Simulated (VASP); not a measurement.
Level of theory: AM05 GGA, VASP's PBE PAW potentials (set 64) (plane waves; VASP).

VASP input:

### KPOINTS
```
K-points
0
Gamma
10 10 10
0 0 0
```

File POSCAR:
```
LiF
1
    0.0000000000     2.0150000000     2.0150000000
    2.0150000000     0.0000000000     2.0150000000
    2.0150000000     2.0150000000     0.0000000000
Li F
1 1
Direct
  0.0000000000   0.0000000000   0.0000000000
  0.5000000000   0.5000000000   0.5000000000
```

### INCAR
```
SYSTEM = LiF
PREC = Accurate; ENCUT = 520; LREAL = .FALSE.
LASPH = .TRUE.
EDIFF = 1E-6; NELM = 100; ALGO = Normal
ISMEAR = 0; SIGMA = 0.05
GGA = AM
IBRION = 2; NSW = 60; ISIF = 3
EDIFFG = -0.01
LWAVE = .FALSE.; LCHARG = .FALSE.
```

POTCAR, in this order: Li_sv F (PBE.64 set). Program: vasp_std.

Output of the run:

**OSZICAR**
```
       N       E                     dE             d eps       ncg     rms          rms(c)
DAV:   1     0.309511308009E+02    0.30951E+02   -0.56038E+03   871   0.112E+03
DAV:   2    -0.901624290495E+01   -0.39967E+02   -0.39410E+02   915   0.206E+02
DAV:   3    -0.998125190313E+01   -0.96501E+00   -0.96312E+00  1096   0.305E+01
DAV:   4    -0.999359229787E+01   -0.12340E-01   -0.12333E-01  1072   0.352E+00
DAV:   5    -0.999368095656E+01   -0.88659E-04   -0.88658E-04  1125   0.202E-01    0.408E+00
DAV:   6    -0.957849788467E+01    0.41518E+00   -0.22179E+00   877   0.117E+01    0.144E+00
DAV:   7    -0.958162066113E+01   -0.31228E-02   -0.18653E-02  1153   0.158E+00    0.862E-01
DAV:   8    -0.958881453453E+01   -0.71939E-02   -0.18385E-02  1127   0.177E+00    0.105E-01
DAV:   9    -0.958897353899E+01   -0.15900E-03   -0.14260E-03   909   0.414E-01    0.474E-02
DAV:  10    -0.958903706168E+01   -0.63523E-04   -0.21805E-04   949   0.138E-01    0.776E-03
DAV:  11    -0.958903938411E+01   -0.23224E-05   -0.57596E-06  1138   0.301E-02    0.345E-03
DAV:  12    -0.958903945097E+01   -0.66854E-07   -0.14283E-06   926   0.138E-02
   1 F= -.95890395E+01 E0= -.95890395E+01  d E =-.958904E+01
       N       E                     dE             d eps       ncg     rms          rms(c)
DAV:   1    -0.958926717147E+01   -0.22779E-03   -0.40005E-03   849   0.651E-01    0.116E-01
DAV:   2    -0.958907364088E+01    0.19353E-03   -0.11013E-03   863   0.276E-01    0.216E-02
DAV:   3    -0.958906977519E+01    0.38657E-05   -0.62471E-06  1139   0.315E-02    0.122E-02
DAV:   4    -0.958906732755E+01    0.24476E-05   -0.22468E-06  1223   0.152E-02    0.743E-04
DAV:   5    -0.958906717766E+01    0.14989E-06   -0.88717E-08   451   0.340E-03
   2 F= -.95890672E+01 E0= -.95890672E+01  d E =-.277267E-04
```

### OUTCAR
```
------------------------ aborting loop because EDIFF is reached ----------------------------------------
  FORCE on cell =-STRESS in cart. coord.  units (eV):
  Direction    XX          YY          ZZ          XY          YZ          ZX
  --------------------------------------------------------------------------------------
  Total        0.0134236      0.0134236      0.0134236      0.0000000      0.0000000      0.0000000
  in kB        1.3124302      1.3124302      1.3124302      0.0000000      0.0000000      0.0000000
  external PRESSURE =       1.3124302 kB  Pullay stress =       0.0000000 kB
  volume of cell :       16.39
      direct lattice vectors                 reciprocal lattice vectors
    -0.000000000  2.016000725  2.016000725    -0.248015784  0.248015784  0.248015784
     2.016000725 -0.000000000  2.016000725     0.248015784 -0.248015784  0.248015784
     2.016000725  2.016000725 -0.000000000     0.248015784  0.248015784 -0.248015784
  FREE ENERGIE OF THE ION-ELECTRON SYSTEM (eV)
  ---------------------------------------------------
  free  energy   TOTEN  =        -9.5890671777 eV

  energy  without entropy=       -9.5890671777  energy(sigma->0) =       -9.58906718

 reached required accuracy - stopping structural energy minimisation
```
(Selected blocks of OUTCAR.)

File CONTCAR:
```
LiF
   1.00000000000000
    -0.0000000000000000    2.0160007252725949    2.0160007252725949
     2.0160007252725949   -0.0000000000000000    2.0160007252725949
     2.0160007252725949    2.0160007252725949   -0.0000000000000000
  Li              F
     1     1
Direct
     1.0000000000000000    0.0000000000000000    1.0000000000000000
     0.5000000000000000    0.5000000000000000    0.5000000000000000
```

The compound is LiF in the rock salt structure. This run relaxes it. Symmetry was kept, so distortions that lower it aren't found.
